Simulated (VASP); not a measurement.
# Lanthanum with r2SCAN: from relaxation to properties, part 4 of 5

Aim: relax Lanthanum with r2SCAN, compute its properties on that cell and hold them against experiment. The start is a cell from a database of measured crystal structures.

VASP 6.6.1; r2SCAN; plane waves and PAW (La).

Still holding for the runs below: The k-mesh is coarse for a metal.

So far. Step 8 (Volume scan with r2SCAN (run 3)): The pressure falls from 1.08 to 0.52 GPa. Step 8 (Volume scan with r2SCAN (run 3)): The run ends at a pressure of 0.52 GPa.

## Step 9: Volume scan with r2SCAN (run 4)

Input file INCAR:

```
SYSTEM = La
PREC = Accurate
ENCUT = 400
EDIFF = 1E-06
NELM = 100
ISMEAR = 1
SIGMA = 0.2
LREAL = .FALSE.
ALGO = Normal
METAGGA = R2SCAN
LASPH = .TRUE.
NBANDS = 28
LORBIT = 11
LWAVE = .FALSE.
LCHARG = .FALSE.
KPAR = 4
ISIF = 2
```

Input file POSCAR:

```
La
1.0
    3.7570110551      0.0000000000      0.0000000000
   -1.8785055275      3.2536670160      0.0000000000
    0.0000000000      0.0000000000     12.1302474925
La
4
Direct
    0.0000000000      0.0000000000      0.0000000000
    0.0000000000      0.0000000000      0.5000000000
    0.3333333333      0.6666666667      0.7500000000
    0.6666666667      0.3333333333      0.2500000000
```

Input file KPOINTS:

```
Automatic mesh
0
Gamma
7 7 2
0 0 0
```

Potentials, in the order of the species: La (PBE family, release 64).

On the command line:

```sh
$ mpirun -np 4 vasp_std
```

The program printed:

```text
[... set-up lines as in an earlier step ...]
 entering main loop
       N       E                     dE             d eps       ncg     rms          rms(c)
DAV:   1     0.449941878835E+03    0.44994E+03   -0.13110E+04   896   0.178E+03
[... 1 cycle as in an earlier step ...]
DAV:   3    -0.117970527881E+03   -0.10317E+03   -0.10166E+03  1568   0.252E+02
DAV:   4    -0.130706377603E+03   -0.12736E+02   -0.12279E+02  1680   0.845E+01
DAV:   5    -0.132807532845E+03   -0.21012E+01   -0.20239E+01  1760   0.327E+01    0.571E+00
DAV:   6    -0.118961393659E+03    0.13846E+02   -0.44971E+00  1560   0.147E+01    0.294E+00
[...]
DAV:  12    -0.119006774834E+03    0.20286E-05   -0.31592E-05  1432   0.341E-02    0.563E-03
DAV:  13    -0.119006769531E+03    0.53025E-05   -0.24971E-06  1056   0.195E-02    0.159E-03
DAV:  14    -0.119006769186E+03    0.34501E-06   -0.52120E-07   808   0.138E-02
   1 F= -.11900677E+03 E0= -.11900931E+03  d E =0.761697E-02
```

Elapsed: 54 s, on 4 MPI ranks of Intel Xeon Platinum 8488C (Sapphire Rapids), shared host; peak memory 1 GiB; 3.3 min of CPU time.

OUTCAR, selected parts (step 9):

```text
  Total       -0.0050128     -0.0050128      0.0235097     -0.0000000      0.0000000     -0.0000000
  in kB       -0.0541638     -0.0541638      0.2540221     -0.0000000      0.0000000     -0.0000000
  external PRESSURE =       0.0485648 kB  Pullay stress =       0.0000000 kB

 POSITION                                       TOTAL-FORCE (eV/Angst)
 -----------------------------------------------------------------------------------
      0.00000      0.00000      0.00000         0.000000     -0.000000     -0.000000
      0.00000      0.00000      6.06512         0.000000     -0.000000     -0.000000
     -0.00000      2.16911      9.09769         0.000000      0.000000     -0.000000
      1.87851      1.08456      3.03256        -0.000000     -0.000000      0.000000
 -----------------------------------------------------------------------------------
    total drift:                               -0.000000     -0.000000     -0.000000

  FREE ENERGIE OF THE ION-ELECTRON SYSTEM (eV)
  ---------------------------------------------------
  free  energy   TOTEN  =      -119.0067691862 eV

  energy  without entropy=     -119.0143861587  energy(sigma->0) =     -119.00930818

[... 2 parts as in an earlier step ...]

[... 1 further part left out ...]
[key lines of the parts left out:]
E-fermi :   7.9640
```

The pressure falls from 0.52 to 0.00 GPa.

The run ends at a pressure of 0.00 GPa.

## Step 10: Volume scan with r2SCAN (run 5)

INCAR is that of step 9.

Input file POSCAR:

```
La
1.0
    3.7818926481      0.0000000000      0.0000000000
   -1.8909463240      3.2752151077      0.0000000000
    0.0000000000      0.0000000000     12.2105825985
La
4
Direct
    0.0000000000      0.0000000000      0.0000000000
    0.0000000000      0.0000000000      0.5000000000
    0.3333333333      0.6666666667      0.7500000000
    0.6666666667      0.3333333333      0.2500000000
```

KPOINTS is that of step 9.

On the command line:

```sh
$ mpirun -np 4 vasp_std
```

The program printed:

```text
[... set-up lines as in an earlier step ...]
 entering main loop
       N       E                     dE             d eps       ncg     rms          rms(c)
DAV:   1     0.442018795048E+03    0.44202E+03   -0.12907E+04   896   0.173E+03
DAV:   2    -0.196121248657E+02   -0.46163E+03   -0.45426E+03  1368   0.430E+02
DAV:   3    -0.118793758744E+03   -0.99182E+02   -0.97735E+02  1560   0.246E+02
DAV:   4    -0.131010946949E+03   -0.12217E+02   -0.11758E+02  1680   0.825E+01
[...]
DAV:  12    -0.119002671199E+03    0.15782E-05   -0.41643E-05  1584   0.376E-02    0.588E-03
DAV:  13    -0.119002666210E+03    0.49894E-05   -0.25091E-06  1064   0.165E-02    0.166E-03
DAV:  14    -0.119002665420E+03    0.78988E-06   -0.43149E-07   856   0.125E-02
   1 F= -.11900267E+03 E0= -.11900548E+03  d E =0.845314E-02
```

It took 66 s on 4 MPI ranks; peak memory 1 GiB; 4 min of CPU time.

From OUTCAR (step 10):

```text
  Total       -0.4492559     -0.4492559     -0.4104051     -0.0000000      0.0000000     -0.0000000
  in kB       -4.7590356     -4.7590356     -4.3474834     -0.0000000      0.0000000     -0.0000000
  external PRESSURE =      -4.6218515 kB  Pullay stress =       0.0000000 kB

 POSITION                                       TOTAL-FORCE (eV/Angst)
 -----------------------------------------------------------------------------------
      0.00000      0.00000      0.00000         0.000000     -0.000000      0.000000
      0.00000      0.00000      6.10529         0.000000     -0.000000      0.000000
     -0.00000      2.18348      9.15794         0.000000     -0.000000     -0.000000
      1.89095      1.09174      3.05265        -0.000000      0.000000     -0.000000
 -----------------------------------------------------------------------------------
    total drift:                                0.000000     -0.000000      0.000000

  FREE ENERGIE OF THE ION-ELECTRON SYSTEM (eV)
  ---------------------------------------------------
  free  energy   TOTEN  =      -119.0026654200 eV

  energy  without entropy=     -119.0111185617  energy(sigma->0) =     -119.00548313

[... 1 part as in an earlier step ...]

[... 2 further parts left out ...]
[key lines of the parts left out:]
E-fermi :   7.7688
```

The pressure falls from 0.00 to -0.46 GPa.

The run ends at a pressure of -0.46 GPa.

## Step 11: Volume scan with r2SCAN (run 6)

INCAR is that of step 10.

Input file POSCAR:

```
La
1.0
    3.8064510807      0.0000000000      0.0000000000
   -1.9032255403      3.2964833342      0.0000000000
    0.0000000000      0.0000000000     12.2898743177
La
4
Direct
    0.0000000000      0.0000000000      0.0000000000
    0.0000000000      0.0000000000      0.5000000000
    0.3333333333      0.6666666667      0.7500000000
    0.6666666667      0.3333333333      0.2500000000
```

KPOINTS is that of step 10.

On the command line:

```sh
$ mpirun -np 4 vasp_std
```

The program printed:

```text
[... set-up lines as in an earlier step ...]
 entering main loop
       N       E                     dE             d eps       ncg     rms          rms(c)
DAV:   1     0.449260081236E+03    0.44926E+03   -0.12973E+04   904   0.174E+03
DAV:   2    -0.100734843441E+02   -0.45933E+03   -0.45206E+03  1328   0.429E+02
DAV:   3    -0.118180623723E+03   -0.10811E+03   -0.10659E+03  1584   0.251E+02
DAV:   4    -0.130806044352E+03   -0.12625E+02   -0.12294E+02  1680   0.846E+01
[...]
DAV:  12    -0.118990290751E+03    0.47818E-05   -0.22950E-05  1464   0.378E-02    0.582E-03
DAV:  13    -0.118990284318E+03    0.64332E-05   -0.26672E-06  1064   0.175E-02    0.114E-03
DAV:  14    -0.118990284042E+03    0.27580E-06   -0.65029E-07   880   0.150E-02
   1 F= -.11899028E+03 E0= -.11899321E+03  d E =0.878407E-02
```

Run time: 52 s. Hardware: 4 MPI ranks; peak memory 1 GiB; 3.1 min of CPU time.

Parts of OUTCAR (step 11):

```text
  Total       -0.8739485     -0.8739485     -0.8258031     -0.0000000      0.0000000      0.0000000
  in kB       -9.0798331     -9.0798331     -8.5796286     -0.0000000      0.0000000      0.0000000
  external PRESSURE =      -8.9130983 kB  Pullay stress =       0.0000000 kB

 POSITION                                       TOTAL-FORCE (eV/Angst)
 -----------------------------------------------------------------------------------
      0.00000      0.00000      0.00000        -0.000000      0.000000     -0.000000
      0.00000      0.00000      6.14494        -0.000000      0.000000     -0.000000
     -0.00000      2.19766      9.21741        -0.000000      0.000000     -0.000000
      1.90323      1.09883      3.07247         0.000000     -0.000000      0.000000
 -----------------------------------------------------------------------------------
    total drift:                                0.000000     -0.000000     -0.000000

  FREE ENERGIE OF THE ION-ELECTRON SYSTEM (eV)
  ---------------------------------------------------
  free  energy   TOTEN  =      -118.9902840420 eV

  energy  without entropy=     -118.9990681163  energy(sigma->0) =     -118.99321207

[... 1 part as in an earlier step ...]

[... 2 further parts left out ...]
[key lines of the parts left out:]
E-fermi :   7.5807
```

The pressure falls from -0.46 to -0.89 GPa.

The run ends at a pressure of -0.89 GPa.

## Step 12: Volume scan with r2SCAN (run 7)

A prediction first. A least-squares parabola for the 6 pressures of evenly scaled cells so far, P = 0.00 -24.5 t +44 t² GPa with t = ln(V/V₁) and V₁ the volume at scale 1, gives -1.28 GPa at t = +0.0583.

INCAR is that of step 11.

Input file POSCAR:

```
La
1.0
    3.8306966458      0.0000000000      0.0000000000
   -1.9153483228      3.3174806094      0.0000000000
    0.0000000000      0.0000000000     12.3681558825
La
4
Direct
    0.0000000000      0.0000000000      0.0000000000
    0.0000000000      0.0000000000      0.5000000000
    0.3333333333      0.6666666667      0.7500000000
    0.6666666667      0.3333333333      0.2500000000
```

KPOINTS is that of step 11.

On the command line:

```sh
$ mpirun -np 4 vasp_std
```

The program printed:

```text
[... set-up lines as in an earlier step ...]
 entering main loop
       N       E                     dE             d eps       ncg     rms          rms(c)
DAV:   1     0.447041994837E+03    0.44704E+03   -0.13110E+04   904   0.176E+03
DAV:   2    -0.144923767060E+02   -0.46153E+03   -0.45482E+03  1336   0.423E+02
DAV:   3    -0.118222586174E+03   -0.10373E+03   -0.10217E+03  1536   0.248E+02
DAV:   4    -0.130739434528E+03   -0.12517E+02   -0.12120E+02  1672   0.835E+01
[...]
DAV:  14    -0.118970297297E+03    0.27717E-05   -0.82824E-07   832   0.108E-02    0.126E-03
DAV:  15    -0.118970295482E+03    0.18154E-05   -0.49910E-07   760   0.130E-02    0.372E-04
DAV:  16    -0.118970295588E+03   -0.10653E-06   -0.24982E-07   712   0.916E-03
   1 F= -.11897030E+03 E0= -.11897321E+03  d E =0.875755E-02
```

The job ended after 54 s (4 MPI ranks; peak memory 1 GiB).

Parts of OUTCAR (step 12):

```text
  Total       -1.2820215     -1.2820215     -1.2189604     -0.0000000      0.0000000     -0.0000000
  in kB      -13.0681702    -13.0681702    -12.4253631     -0.0000000      0.0000000     -0.0000000
  external PRESSURE =     -12.8539011 kB  Pullay stress =       0.0000000 kB

 POSITION                                       TOTAL-FORCE (eV/Angst)
 -----------------------------------------------------------------------------------
      0.00000      0.00000      0.00000        -0.000000      0.000000     -0.000000
      0.00000      0.00000      6.18408        -0.000000      0.000000     -0.000000
     -0.00000      2.21165      9.27612        -0.000000      0.000000     -0.000000
      1.91535      1.10583      3.09204         0.000000     -0.000000      0.000000
 -----------------------------------------------------------------------------------
    total drift:                                0.000000     -0.000000      0.000000

  FREE ENERGIE OF THE ION-ELECTRON SYSTEM (eV)
  ---------------------------------------------------
  free  energy   TOTEN  =      -118.9702955885 eV

  energy  without entropy=     -118.9790531373  energy(sigma->0) =     -118.97321477

[... 1 part as in an earlier step ...]

[... 2 further parts left out ...]
[key lines of the parts left out:]
E-fermi :   7.3996
```

The pressure falls from -0.89 to -1.29 GPa. The parabola predicted -1.28 GPa, +0.01 GPa off.

## Step 13: Comparing the runs

Times are for 4 MPI ranks of Intel Xeon Platinum 8488C (Sapphire Rapids), shared host. The series side by side:

| no. | volume scale | energy above the lowest point (meV/atom) | pressure (GPa) | time | memory (GiB) |
| --- | --- | --- | --- | --- | --- |
| 1 | 0.94 | 11.9 | 1.690 | 35 s | 0.92 |
| 2 | 0.96 | 5.31 | 1.078 | 41 s | 0.91 |
| 3 | 0.98 | 1.43 | 0.5174 | 36 s | 0.93 |
| 4 | 1 | 0 | 0.004856 | 54 s | 1.0 |
| 5 | 1.02 | 0.96 | -0.4622 | 66 s | 1.0 |
| 6 | 1.04 | 4.02 | -0.8913 | 52 s | 1.0 |
| 7 | 1.06 | 9.02 | -1.285 | 54 s | 1.0 |

## Step 14: Fit for r2SCAN

This step: Birch-Murnaghan fit, r2SCAN; plane waves and PAW (VASP 6.6.1).

No new run; the numbers come from the runs before.

This step gave:

| Item | Value |
| --- | --- |
| pressure derivative of the bulk modulus | 2.991 |
| r.m.s. error of the fit | 1.48e-5 eV/atom |
| minimum inside the sampled range | yes |
| bulk modulus | 24.81 GPa |
| equilibrium volume of the fit | 37.14 Å³/atom |

The energy above the fitted minimum by volume:

| volume (Å³/atom) | energy above the fitted minimum (eV/atom) |
| --- | --- |
| 34.85 | 0.0119 |
| 35.59 | 0.00529 |
| 36.33 | 0.00141 |
| 37.07 | -2.1e-5 |
| 37.81 | 9.4e-4 |
| 38.55 | 0.00400 |
| 39.29 | 0.00900 |

The fit over cells of fixed shape and fractional positions puts the volume +0.18 % from the relaxed one. At a finite cutoff and mesh the minimum of the energy and the zero of the stress don't quite coincide, and the relaxation stops at a threshold.

[end of part 4 of 5]

[Lines on the potential files, build, host, timing and source positions are cut from VASP's logs without a mark.]

[Logs are printed without paths, hosts, clocks, repeated set-up lines and the standing remarks that a program may print on its own settings, such as how far it seeks lower states.]

[Hosts, paths, dates, database ids (printed as entryN), source tags and the programs' standing remarks are cut or masked in the printed files.]

[A measured line is paired with the nearest computed mode of its activity, which favours agreement.]

[In band tables of VASP the shares of atoms and orbitals are scaled to a sum of 1 inside the atoms' spheres.]
